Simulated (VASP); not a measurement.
Output of a VASP run:

### OSZICAR
```
       N       E                     dE             d eps       ncg     rms          rms(c)
DAV:   1    -0.226818141737E+03   -0.22682E+03   -0.16477E-05   886   0.213E-02    0.491E-03
DAV:   2    -0.226818147650E+03   -0.59138E-05   -0.71108E-07   844   0.576E-03    0.308E-03
DAV:   3    -0.226818141149E+03    0.65012E-05   -0.47307E-07   651   0.623E-03    0.132E-03
DAV:   4    -0.226818158381E+03   -0.17232E-04   -0.31783E-07   630   0.455E-03    0.396E-04
DAV:   5    -0.226818141011E+03    0.17370E-04   -0.29699E-07   624   0.473E-03    0.265E-04
DAV:   6    -0.226818147444E+03   -0.64325E-05   -0.15304E-07   602   0.340E-03    0.102E-04
DAV:   7    -0.226818144545E+03    0.28987E-05   -0.16637E-07   616   0.318E-03    0.941E-05
DAV:   8    -0.226818141930E+03    0.26154E-05   -0.20324E-07   598   0.499E-03    0.102E-04
DAV:   9    -0.226818142387E+03   -0.45738E-06   -0.17000E-07   606   0.445E-03
   1 F= -.22681814E+03 E0= -.22681792E+03  d E =-.677450E-03
```

File OUTCAR:
```
------------------------ aborting loop because EDIFF is reached ----------------------------------------
  FORCE on cell =-STRESS in cart. coord.  units (eV):
  Direction    XX          YY          ZZ          XY          YZ          ZX
  --------------------------------------------------------------------------------------
  Total       -4.5551393     -4.5551393     -0.1307165      0.0000000      0.0000000     -0.0000000
  in kB      -28.0235052    -28.0235052     -0.8041762      0.0000000      0.0000000     -0.0000000
  external PRESSURE =     -18.9503955 kB  Pullay stress =       0.0000000 kB
  volume of cell :      260.43
      direct lattice vectors                 reciprocal lattice vectors
     3.277036973  0.000000000  0.000000000     0.305153713  0.000000000  0.000000000
     0.000000000  3.277036973  0.000000000     0.000000000  0.305153713  0.000000000
     0.000000000  0.000000000 24.250857658     0.000000000  0.000000000  0.041235655
 POSITION                                       TOTAL-FORCE (eV/Angst)
 -----------------------------------------------------------------------------------
      0.00000      1.63852      8.73625         0.000000      0.000000     -0.016342
      1.63852      0.00000     10.98464        -0.000000     -0.000000      0.021154
      0.00000      1.63852     13.26621         0.000000     -0.000000     -0.021154
      1.63852      0.00000     15.51461        -0.000000     -0.000000      0.016342
      0.00000      1.63852     10.96024         0.000000     -0.000000     -0.027280
      1.63852      0.00000      8.65407         0.000000      0.000000      0.011342
      0.00000      1.63852     15.59679        -0.000000     -0.000000     -0.011342
      1.63852      0.00000     13.29061        -0.000000     -0.000000      0.027280
 -----------------------------------------------------------------------------------
    total drift:                                0.000000      0.000000      0.000000
  FREE ENERGIE OF THE ION-ELECTRON SYSTEM (eV)
  ---------------------------------------------------
  free  energy   TOTEN  =      -226.8181423870 eV

  energy  without entropy=     -226.8174649367  energy(sigma->0) =     -226.81791657

 total charge

# of ion       s       p       d       tot
------------------------------------------
    1        0.319   6.558   1.608   8.485
    2        0.322   6.659   1.647   8.628
    3        0.322   6.659   1.647   8.628
    4        0.319   6.558   1.608   8.485
    5        0.886   1.553   0.000   2.439
    6        0.890   1.461   0.000   2.352
    7        0.890   1.461   0.000   2.352
    8        0.886   1.553   0.000   2.439
--------------------------------------------------
tot          4.835  32.463   6.510  43.808
```
(Selected blocks of OUTCAR.)

**POSCAR**
```
HfC(100) slab
1
    3.2770369730     0.0000000000     0.0000000000
    0.0000000000     3.2770369730     0.0000000000
    0.0000000000     0.0000000000    24.2508576580
Hf C
4 4
Direct
  0.0000000000   0.5000000000   0.3602448652
  0.5000000000   0.0000000000   0.4529589515
  0.0000000000   0.5000000000   0.5470410485
  0.5000000000   0.0000000000   0.6397551348
  0.0000000000   0.5000000000   0.4519528697
  0.5000000000   0.0000000000   0.3568563375
  0.0000000000   0.5000000000   0.6431436625
  0.5000000000   0.0000000000   0.5480471303
```

Question: Write an INCAR and KPOINTS that could have produced this output.

Answer: Several could match; the one computed here: the input of the run itself, r2SCAN meta-GGA, plane waves, VASP's PBE PAW potentials (set 64).

### INCAR
```
SYSTEM = HfC(100) slab
PREC = Normal
ENCUT = 450
EDIFF = 1E-6
NELM = 100
ALGO = Normal
LREAL = .FALSE.
LASPH = .TRUE.
ISMEAR = 1
SIGMA = 0.1
METAGGA = R2SCAN
LMIXTAU = .TRUE.
LMAXMIX = 6
LWAVE = .FALSE.
LCHARG = .FALSE.
NELMIN = 4
LDIPOL = .TRUE.
IDIPOL = 3
DIPOL = 0.5 0.5 0.5
LVHAR = .TRUE.
LORBIT = 11
```

KPOINTS:
```
Automatic mesh
0
Gamma
8 8 1
0 0 0
```

POTCAR, in this order: Hf_pv C (PBE.64 set). Program: vasp_std. Read from the step before: WAVECAR.

At this cut-off the stress carries a Pulay error, which pulls relaxed volumes low.

The cell is a thin slab with vacuum, built from HfC (rock salt): (100) face.
